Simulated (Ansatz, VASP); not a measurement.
## PtC in two plane-wave programs

Aim: how closely do two programs agree when they are given the same cell, functional and k mesh? The cell is generated by rule, not measured, and may not be a known phase. The cell is taken from a series of runs on this material, whose earlier steps may have relaxed, scaled, displaced or heated it; both programs get it as it stands.

Program: Ansatz 0.2.0. Level of theory: plane waves, with VASP 6.6.1 beside it; single point at PBE. Results are calculated unless marked as measured.

The structure was built from a prototype and need not be the compound's stable phase.

### Step 1. The structure

Symmetry: P6_3/m, No. 176, hexagonal system. Conventional cell: a = 5.802 Å, b = 5.802 Å, c = 8.825 Å, α = 90.00°, β = 90.00°, γ = 120.00°. Nearest to Pt lie 3 C at 1.92 to 1.95 Å. Nearest to C lie 3 Pt at 1.92 to 1.95 Å. Farther neighbours are not listed.

Structure file:

```
Pt C
1.0
    -5.02475   -2.90104    0.00000
    -5.02475    2.90104    0.00000
     0.00000    0.00000   -8.82537
Pt C
6 6
Direct
  0.33862 0.99736 0.75000
  0.99736 0.66402 0.75000
  0.66402 0.33862 0.75000
  0.32804 0.66931 0.25000
  0.00264 0.32805 0.25000
  0.66931 0.00264 0.25000
  0.32537 0.67065 0.75000
  0.00398 0.32537 0.75000
  0.67065 0.00398 0.75000
  0.34129 0.99602 0.25000
  0.99602 0.66269 0.25000
  0.66269 0.34129 0.25000
```

### Step 2. VASP: single point, PBE, pair 1

A single point gives forces, pressure and levels at one fixed geometry, so differences don't come from the geometry; what else differs is listed under the comparison.

Lines of VASP's logs that name or quote its potential files are left out, and so is its time.

Contents of INCAR:

```
SYSTEM = PtC
PREC = Accurate
ENCUT = 600
EDIFF = 1E-06
NELM = 120
ISMEAR = 1
SIGMA = 0.2
LREAL = .FALSE.
ALGO = Normal
GGA = PE
NBANDS = 54
LASPH = .TRUE.
LORBIT = 11
LWAVE = .FALSE.
LCHARG = .FALSE.
ISIF = 2
GGA_COMPAT = .FALSE.
KPAR = 2
```

Contents of POSCAR:

```
PtC
1.0
   -5.0247504398     -2.9010410191      0.0000000000
   -5.0247504398      2.9010410190      0.0000000000
    0.0000000000      0.0000000000     -8.8253723278
Pt C
6 6
Direct
    0.3386214888      0.9973559459      0.7500000000
    0.9973557053      0.6640226126      0.7500000000
    0.6640223720      0.3386217294      0.7500000000
    0.3280448886      0.6693109127      0.2500000000
    0.0026440054      0.3280451292      0.2500000000
    0.6693106721      0.0026442460      0.2500000000
    0.3253726255      0.6706470442      0.7500000000
    0.0039801370      0.3253728661      0.7500000000
    0.6706468036      0.0039803776      0.7500000000
    0.3412937519      0.9960198144      0.2500000000
    0.9960195737      0.6626864810      0.2500000000
    0.6626862404      0.3412939925      0.2500000000
```

Contents of KPOINTS:

```
Automatic mesh
0
Gamma
9 9 4
0 0 0
```

The projector-augmented-wave data sets are Pt and C (PBE family, release 64).

Command:

```console
$ mpirun -np 2 vasp_std
```

Numbers of over 12 decimals in the logs are rounded to 6 here.

The log of the run:

```text
[banner, memory and clock lines left out]
running    2 mpi-ranks, on    1 nodes
 distrk:  each k-point on    1 cores,    2 groups
 distr:  one band on    1 cores,    1 groups

 POSCAR found type information on POSCAR PtC
 POSCAR found :  2 types and      12 ions
 LDA part: xc-table for (Slater+PW92), standard interpolation
 POSCAR, INCAR and KPOINTS ok, starting setup
 FFT: planning ... GRIDC
 FFT: planning ... GRID_SOFT
 FFT: planning ... GRID
 WAVECAR not read
 entering main loop
       N       E                     dE             d eps       ncg     rms          rms(c)
DAV:   1     0.530163467554E+03    0.53016E+03   -0.42538E+04  4860   0.156E+03
DAV:   2    -0.446738537663E+02   -0.57484E+03   -0.54285E+03  5572   0.299E+02
DAV:   3    -0.886593954198E+02   -0.43986E+02   -0.42531E+02  6108   0.763E+01
DAV:   4    -0.902564963490E+02   -0.15971E+01   -0.15767E+01  5980   0.151E+01
DAV:   5    -0.903051305293E+02   -0.48634E-01   -0.48571E-01  6110   0.265E+00    0.526E+01
DAV:   6    -0.797684993588E+02    0.10537E+02   -0.80422E+01  5766   0.433E+01    0.201E+01
DAV:   7    -0.774966483081E+02    0.22719E+01   -0.15476E+01  5032   0.208E+01    0.129E+01
DAV:   8    -0.773006410425E+02    0.19601E+00   -0.12694E+00  5624   0.492E+00    0.335E+00
DAV:   9    -0.772226855192E+02    0.77956E-01   -0.19041E-01  5524   0.229E+00    0.500E-01
DAV:  10    -0.772246153879E+02   -0.19299E-02   -0.34191E-02  5664   0.719E-01    0.140E-01
DAV:  11    -0.772246396383E+02   -0.24250E-04   -0.21619E-03  5274   0.219E-01    0.965E-02
DAV:  12    -0.772245299976E+02    0.10964E-03   -0.42293E-04  5748   0.107E-01    0.191E-02
DAV:  13    -0.772245355955E+02   -0.55979E-05   -0.71992E-05  5308   0.409E-02    0.915E-03
DAV:  14    -0.772245339864E+02    0.16091E-05   -0.74333E-06  5514   0.102E-02    0.207E-03
DAV:  15    -0.772245340600E+02   -0.73524E-07   -0.30030E-07  2772   0.268E-03
   1 F= -.77224534E+02 E0= -.77227364E+02  d E =0.848837E-02
```

OUTCAR, selected parts (step 2):

```text
ion  position               nearest neighbor table
   1  0.339  0.997  0.750-   8 1.92   7 1.94   9 1.95   3 3.31   2 3.31   3 3.35   2 3.35   2 3.39
                             3 3.39
   2  0.997  0.664  0.750-   7 1.92   9 1.94   8 1.95   3 3.31   1 3.31   1 3.35   3 3.35   1 3.39
                             3 3.39
   3  0.664  0.339  0.750-   9 1.92   8 1.94   7 1.95   2 3.31   1 3.31   1 3.35   2 3.35   2 3.39
                             1 3.39
   4  0.328  0.669  0.250-  12 1.92  10 1.94  11 1.95   5 3.31   6 3.31   5 3.35   6 3.35   6 3.39
                             5 3.39
   5  0.003  0.328  0.250-  11 1.92  12 1.94  10 1.95   6 3.31   4 3.31   4 3.35   6 3.35   6 3.39
                             4 3.39
   6  0.669  0.003  0.250-  10 1.92  11 1.94  12 1.95   5 3.31   4 3.31   4 3.35   5 3.35   4 3.39
                             5 3.39
   7  0.325  0.671  0.750-   2 1.92   1 1.94   3 1.95
   8  0.004  0.325  0.750-   1 1.92   3 1.94   2 1.95
   9  0.671  0.004  0.750-   3 1.92   2 1.94   1 1.95
  10  0.341  0.996  0.250-   6 1.92   4 1.94   5 1.95
  11  0.996  0.663  0.250-   5 1.92   6 1.94   4 1.95
  12  0.663  0.341  0.250-   4 1.92   5 1.94   6 1.95

  LATTYP: Found a hexagonal cell.
 ALAT       =     5.8020820380
 C/A-ratio  =     1.5210698970

 Subroutine GETGRP returns: Found 12 space group operations
 (whereof  3 operations were pure point group operations)

The static configuration has the point symmetry C_3 .
 The point group associated with its full space group is C_6h.

 Found     45 irreducible k-points:

   k-points           NKPTS =     45   k-points in BZ     NKDIM =     45   number of bands    NBANDS=     54

   dimension x,y,z NGX =    48 NGY =   48 NGZ =   72
   dimension x,y,z NGXF=    96 NGYF=   96 NGZF=  144

   ENCUT  =  600.0 eV  44.10 Ry    6.64 a.u.  11.59 11.59 17.63*2*pi/ulx,y,z

   NELECT =      84.0000    total number of electrons

 k-points in reciprocal lattice and weights: Automatic mesh
   0.00000000  0.00000000  0.00000000       0.003
   0.11111111 -0.00000000  0.00000000       0.019
   0.22222222 -0.00000000  0.00000000       0.019
   0.33333333 -0.00000000  0.00000000       0.019
   0.44444444 -0.00000000  0.00000000       0.019
   0.22222222  0.11111111  0.00000000       0.019
   0.33333333  0.11111111  0.00000000       0.019
   0.22222222 -0.11111111  0.00000000       0.019
   0.44444444  0.11111111  0.00000000       0.019
[...]
0.33333333 -0.22222222  0.50000000       0.019
  -0.33333333  0.33333333  0.50000000       0.006

 average (electrostatic) potential at core
       1 -72.2158       2 -72.2158       3 -72.2158       4 -72.2158       5 -72.2158
       6 -72.2158       7 -53.3271       8 -53.3271       9 -53.3271      10 -53.3271
      11 -53.3271      12 -53.3271

 E-fermi :   2.9920

 k-point     1 :       0.0000    0.0000    0.0000
  band No.  band energies     occupation
    ...
     42       0.9704      2.00000
     43       2.1929      2.00000
     44       2.1929      2.00000
     45       2.1940      2.00000
     46       2.1940      2.00000
     47       5.3765     -0.00000
     48       5.3765     -0.00000
     49       5.3771     -0.00000
     50       5.3771     -0.00000
     51       7.1206      0.00000
    ...

 k-point     2 :       0.1111   -0.0000    0.0000
  band No.  band energies     occupation
    ...
     42       1.2194      2.00000
     43       2.4022      2.00025
     44       2.4237      2.00044
     45       2.4605      2.00112
     46       2.4663      2.00128
     47       5.1746     -0.00000
     48       5.1922     -0.00000
     49       5.3389     -0.00000
     50       5.3467     -0.00000
     51       7.1749      0.00000
    ...

 k-point     3 :       0.2222   -0.0000    0.0000
  band No.  band energies     occupation
    ...
     40       1.2430      2.00000
     41       1.2851      2.00000
     42       1.8967      2.00000
     43       2.8271      1.99208
     44       2.8622      1.88140
     45       3.1288      0.09168
     46       3.1350      0.06976
     47       4.7481     -0.00000
     48       4.8715     -0.00000
     49       5.0680     -0.00000
    ...

  Total        0.5607623      0.5607623     -0.1132432      0.0000001      0.0000000     -0.0000000
  in kB        3.4918692      3.4918692     -0.7051659      0.0000007      0.0000000     -0.0000000
  external PRESSURE =       2.0928575 kB  Pullay stress =       0.0000000 kB

  energy-cutoff  :      600.00
  volume of cell :      257.30
      direct lattice vectors                 reciprocal lattice vectors
    -5.024750440 -2.901041019  0.000000000    -0.099507429 -0.172351924  0.000000000
    -5.024750440  2.901041019  0.000000000    -0.099507429  0.172351924  0.000000000
     0.000000000  0.000000000 -8.825372328     0.000000000  0.000000000 -0.113309667

 POSITION                                       TOTAL-FORCE (eV/Angst)
 -----------------------------------------------------------------------------------
     -6.71295      1.91102     -6.61903        -0.162896     -0.274092      0.000000
     -8.34801     -0.96701     -6.61903         0.318818     -0.004026      0.000000
     -5.03804     -0.94400     -6.61903        -0.155922      0.278118      0.000000
     -5.01146      0.99003     -2.20634         0.162896      0.274092      0.000000
     -1.66163      0.94400     -2.20634         0.155922     -0.278118     -0.000000
     -3.37641     -1.93403     -2.20634        -0.318818      0.004026     -0.000000
     -5.00475      1.00166     -6.61903        -0.032509      0.113946     -0.000000
     -1.65492      0.93237     -6.61903         0.114934     -0.028820     -0.000000
     -3.38983     -1.93403     -6.61903        -0.082426     -0.085126     -0.000000
     -6.71967      1.89939     -2.20634         0.032509     -0.113946      0.000000
     -8.33458     -0.96701     -2.20634         0.082426      0.085126      0.000000
     -5.04475     -0.93237     -2.20634        -0.114934      0.028820      0.000000
 -----------------------------------------------------------------------------------
    total drift:                               -0.000314     -0.000895      0.000008

  FREE ENERGIE OF THE ION-ELECTRON SYSTEM (eV)
  ---------------------------------------------------
  free  energy   TOTEN  =       -77.2245340600 eV

  energy  without entropy=      -77.2330224256  energy(sigma->0) =      -77.22736352

 total charge
# of ion       s       p       d       tot
------------------------------------------
    1        0.880   0.667   8.055   9.602
    2        0.880   0.667   8.055   9.602
    3        0.880   0.667   8.055   9.602
    4        0.880   0.667   8.055   9.602
    5        0.880   0.667   8.055   9.602
    6        0.880   0.667   8.055   9.602
    7        0.912   1.402   0.000   2.315
    8        0.912   1.402   0.000   2.315
    9        0.912   1.402   0.000   2.315
   10        0.912   1.402   0.000   2.315
   11        0.912   1.402   0.000   2.315
   12        0.912   1.402   0.000   2.315
--------------------------------------------------
tot         10.754  12.416  48.330  71.499

[... 3 further parts left out ...]
```

The run ends at a pressure of 0.21 GPa, with forces up to 0.32 eV/Å.

### Step 3. Ansatz: single point, PBE, pair 1

Ansatz runs on its default PAW (the set named soft_2) files.

The same cell, functional, mesh and smearing now go to Ansatz, which takes its cutoff from its data sets.

Contents of input.yaml:

```yaml
crystal:
  lattice:
    - [-5.0247504398, -2.9010410191, 0.0]
    - [-5.0247504398, 2.901041019, 0.0]
    - [0.0, 0.0, -8.8253723278]
  atoms:
    - { symbol: Pt, position: [0.338621601, -0.0026441338, 0.75] }
    - { symbol: Pt, position: [-0.0026440379, 0.6640223883, 0.75] }
    - { symbol: Pt, position: [0.6640226287, 0.3386216496, 0.75] }
    - { symbol: Pt, position: [0.3280450656, 0.6693108005, 0.25] }
    - { symbol: Pt, position: [0.0026440379, 0.328045017, 0.25] }
    - { symbol: Pt, position: [0.6693107046, 0.0026442784, 0.25] }
    - { symbol: C, position: [0.3253728324, 0.6706469171, 0.75] }
    - { symbol: C, position: [0.0039801061, 0.325372739, 0.75] }
    - { symbol: C, position: [0.6706467728, 0.0039804883, 0.75] }
    - { symbol: C, position: [0.3412938343, -0.0039802505, 0.25] }
    - { symbol: C, position: [-0.0039801061, 0.6626861784, 0.25] }
    - { symbol: C, position: [0.6626865606, 0.3412939277, 0.25] }
kpoints:
  mp_grid: { grid: [9, 9, 4] }
hamiltonian:
  xc: pbe
scf:
  occupations: { method: methfessel_paxton, width: 0.2 }
output:
  forces: true
  stress: true
  eigenvalues: true
```

Command:

```console
$ ansatz run input.yaml --threads 4 --pin off --max-ram 7168MiB --backend cpu --events-out ev --progress --plain --runs-dir out
```

The log of the run:

```text
Warning: the atoms were moved onto the symmetric positions of the space group found under crystal.symmetry.tolerance 1.0e-5 (fractional; no operation is sought that the atoms, as they stand in a round, miss by more than twice it, and no atom is moved by as much as it), and the run uses the moved positions. Before a round's move an operation carried an atom to 2.22e-6 Å from where it should land, the largest such dist [...]
Engine: ansatz 0.2.0, x86_64-unknown-linux-gnu
Pseudopotentials: kind: paw
Pseudopotential: Pt, paw, valence charge 18, recommended cutoff 420 eV (normal), Pt.paw.azcp
Pseudopotential: C, paw, valence charge 4, recommended cutoff 420 eV (normal), C.paw.azcp
Functional definition: PBE
  parameter kappa = 0.804
  parameter beta = 0.066725
  exchange = pbe_x(kappa = kappa, mu = beta*pi^2/3)
  correlation = pbe_c(beta = beta)
Crystal: 12 atoms, lattice volume = 257.295 Å³
Basis set: ecut = 420 eV, 5057 PW (Γ), exchange–correlation on 80×80×120 points (8 copies of the dense FFT grid, shifted against one another)
Bands: 80, of which v1, the nominal top of the filled ones, is band 66 counted from 1 (65 counted from 0)
Symmetry: 12 space group operations
Space group: P63/m (ITA 176), of the structure as read, at distance tolerance 6.4e-5 Å
k-points: 45 of 324
Non-local potential: Pt, projectors of the file, l = 0: 3, l = 1: 2, l = 2: 2, l = 3: 1
Non-local potential: C, projectors of the file, l = 0: 2, l = 1: 2, l = 2: 1
PAW form: soft (Blöchl's): semilocal exchange-correlation on the pseudo side does not see the compensation charge
PAW one-centre angular grid: Pt, 590 points (default); XC on 64 Gauss nodes
PAW one-centre angular grid: C, 110 points (default); XC on 64 Gauss nodes
Initial density: superposition of atomic densities (neutral atoms: chi_scale 0, normalization atom), corrected by the library's trained network
Initial wavefunctions: pseudopotential atomic-orbital guess
Functional: x = pbe(κ = 0.804, μ = 0.219515), c = pbe(β = 0.066725)
SCF iter   1: F=—  HF=-76629.206226 eV  |F-HF|=—  |Δ(HF+E_count)|=         —  Δρ=9.56e-3  dr2=2.17e-1  ethr=1.77e-3  ⟨swp⟩=5.2  Hψ=12718  notcnv=0
preconditioner: auto → LDOS  [metal: Δε(μ)=0.037 eV  Ē_g=7.712 eV  σ=0.200 eV  W_gap=0.16  n_scr=54 (ndim 8)  ℏωp=21.2 eV  f_vac=0.257  D(μ)=6.51/eV (n_scr^D=36)  β→1.0]
SCF iter   2: F=—  HF=-76629.164630 eV  |F-HF|=—  |Δ(HF+E_count)|=   4.16e-2  S|Δr|=    0.00e0  Δρ=4.47e-3  dr2=4.51e-2  ethr=1.64e-4  ⟨swp⟩=2.0  Hψ=6322  notcnv=0  defer=2
SCF iter   3: F=—  HF=-76629.154895 eV  |F-HF|=—  |Δ(HF+E_count)|=   9.73e-3  S|Δr|=    0.00e0  Δρ=7.91e-4  dr2=1.91e-3  ethr=3.41e-5  ⟨swp⟩=2.0  Hψ=5578  notcnv=0  defer=2
SCF iter   4: F=—  HF=-76629.154647 eV  |F-HF|=—  |Δ(HF+E_count)|=   2.49e-4  S|Δr|=    0.00e0  Δρ=1.79e-4  dr2=1.11e-4  ethr=1.45e-6  ⟨swp⟩=2.1  Hψ=5428  notcnv=0  defer=2
SCF iter   5: F=—  HF=-76629.154632 eV  |F-HF|=—  |Δ(HF+E_count)|=   1.51e-5  S|Δr|=    0.00e0  Δρ=6.65e-5  dr2=1.65e-5  ethr=8.39e-8  ⟨swp⟩=2.0  Hψ=5775  notcnv=0  defer=2
SCF iter   6: F=—  HF=-76629.154813 eV  |F-HF|=—  |Δ(HF+E_count)|=   1.81e-4  S|Δr|=    0.00e0  Δρ=1.41e-5  dr2=3.88e-7  ethr=1.25e-8  ⟨swp⟩=2.0  Hψ=5154  notcnv=0  defer=2
SCF iter   7: F=-76629.154813 eV  HF=-76629.154813 eV  |F-HF|=1.49e-8  |Δ(HF+E_count)|=   5.29e-7  S|Δr|=    0.00e0  Δρ=2.36e-6  dr2=1.14e-8  ethr=7.58e-11  ⟨swp⟩=9.8  Hψ=13969  notcnv=0
SCF 1 converged in 7 iterations: F = -76629.154813 eV  dr2 = 1.14e-8
  greatest PAW one-centre occupation: 1.000 electrons in one spin orbital (limit 2), on the Pt atom at site 5 (counted from 0), in its partial waves of l = 0
SCF converged after 7 iterations
Stability not checked: this state was not tested for a lower state beside it, because cold or Methfessel-Paxton smearing, or corrected tetrahedra, fill the levels in a way that the test cannot read (fill_not_monotonic; see scf.lower_state_search)
Free energy (F): -76629.154813 eV
Harris-Foulkes:  -76629.154813 eV  (|F-HF|=1.49e-8)
Internal energy: -76629.161245 eV  (E = F + TS)
E sigma→0 (E₀):  -76629.156421 eV
Entropy (-TS):   0.006432 eV (0.536 meV/atom)
Fermi energy:    7.738971 eV
--- Per-component energies (eV) ---
  E_band       = -2561.526784
  E_kinetic    = 4318.948179
  E_local      = -19183.861533  (includes V_loc(G=0)·N_el)
  E_nonlocal   = 1355.644187
  E_hartree    = 7437.176275
  E_xc         = -1845.098750
  E_vxc        = -2154.338467  (∫ρ·V_xc dr)
  E_paw        = -57315.491675  (= ΣΔE_a)
  E_vpaw       = -1772.279902  (= ΣTr[D̂ρ^β])
  E_aug_tail   = 0.001310  (compensation charges beyond the density's cutoff)
  E_ewald      = -11396.479237
  E_smearing   = 0.006432  (= −TS)
  E_closure    = 0.000000  (closes the sum)
  Σ components = -76629.154813   (vs F -76629.154813, Δ=0.00e0)
--- Forces (eV/Å), atoms counted from 1 ---
  atom   1  Pt    -0.16192500    -0.26909685     0.00000000
  atom   2  Pt     0.31400720    -0.00568274     0.00000000
  atom   3  Pt    -0.15208221     0.27477959     0.00000000
  atom   4  Pt     0.16192500     0.26909685     0.00000000
  atom   5  Pt     0.15208221    -0.27477959     0.00000000
  atom   6  Pt    -0.31400720     0.00568274     0.00000000
  atom   7  C     -0.03673954     0.10441717     0.00000000
  atom   8  C      0.10879769    -0.02039121     0.00000000
  atom   9  C     -0.07205815    -0.08402596     0.00000000
  atom  10  C      0.03673954    -0.10441717     0.00000000
  atom  11  C      0.07205815     0.08402596     0.00000000
  atom  12  C     -0.10879769     0.02039121     0.00000000
  max |Σ_I F_I| component: 2.78e-17 eV/Å
--- Stress (GPa, compression-positive) ---
       -0.081090      -0.000000       0.000000
        0.000000      -0.081090       0.000000
        0.000000       0.000000      -0.026170
  P = ⅓ Tr σ = -0.0628 GPa (-0.628 kbar)
--- Band table (eV; the first three rows and the last of 45) ---
  k-point 0: bands = [... 62 lower, 5.6780, 5.6780, 5.6785, 5.6785, 6.9607, 6.9607, 6.9618, 6.9618, ... 10 higher]
  k-point 1: bands = [... 62 lower, 5.6847, 5.6847, 5.6851, 5.6851, 6.9565, 6.9565, 6.9573, 6.9573, ... 10 higher]
  k-point 2: bands = [... 62 lower, 5.6916, 5.6916, 5.6916, 5.6916, 6.9525, 6.9525, 6.9525, 6.9525, ... 10 higher]
  k-point 44: bands = [... 62 lower, 7.5674, 7.5674, 7.6875, 7.6875, 8.4121, 8.4121, 8.4646, 8.4646, ... 10 higher]
```

Reading the cycles: dr2 is the Hartree energy of the density residual (eV), the measure of convergence; HF is the Harris–Foulkes estimate of the energy, which meets the free energy F at convergence.

The run ends at a pressure of -0.06 GPa, with forces up to 0.31 eV/Å.

### Step 4. Side by side

Known differences besides the potentials themselves: the data sets hold 132 valence electrons in Ansatz (on its default PAW (the set named soft_2) files) and 84 in VASP; the cutoff is 420 eV in Ansatz and 600 eV in VASP. Total energies have different zeros and are not compared.

The two programs side by side:

| quantity | Ansatz | VASP | difference |
| --- | --- | --- | --- |
| pressure (GPa) | -0.06 | 0.21 | -0.27 |

Forces on 10 of the 12 atoms, those with the largest forces and the largest differences (eV/Å; atoms numbered as in POSCAR):

| atom | Ansatz x, y, z | VASP x, y, z |
| --- | --- | --- |
| Pt1 | -0.162, -0.269, 0.000 | -0.163, -0.274, 0.000 |
| Pt2 | 0.314, -0.006, 0.000 | 0.319, -0.004, 0.000 |
| Pt3 | -0.152, 0.275, 0.000 | -0.156, 0.278, 0.000 |
| Pt4 | 0.162, 0.269, 0.000 | 0.163, 0.274, 0.000 |
| Pt5 | 0.152, -0.275, 0.000 | 0.156, -0.278, 0.000 |
| Pt6 | -0.314, 0.006, 0.000 | -0.319, 0.004, 0.000 |
| C7 | -0.037, 0.104, 0.000 | -0.033, 0.114, 0.000 |
| C9 | -0.072, -0.084, 0.000 | -0.082, -0.085, 0.000 |
| C11 | 0.072, 0.084, 0.000 | 0.082, 0.085, 0.000 |
| C12 | -0.109, 0.020, 0.000 | -0.115, 0.029, 0.000 |

The forces differ by 4.7 meV/Å r.m.s., which is 3.4 % of the r.m.s. force of 0.139 eV/Å (both taken over all components).

(Continued in part 2 of 2.)

[Lines on the potential files, build, host, timing and source positions are cut from VASP's logs without a mark.]

[Logs are printed without paths, hosts, clocks, repeated set-up lines and the standing remarks that a program may print on its own settings, such as how far it seeks lower states.]

[Hosts, paths, dates, database ids (printed as entryN), source tags and the programs' standing remarks are cut or masked in the printed files.]
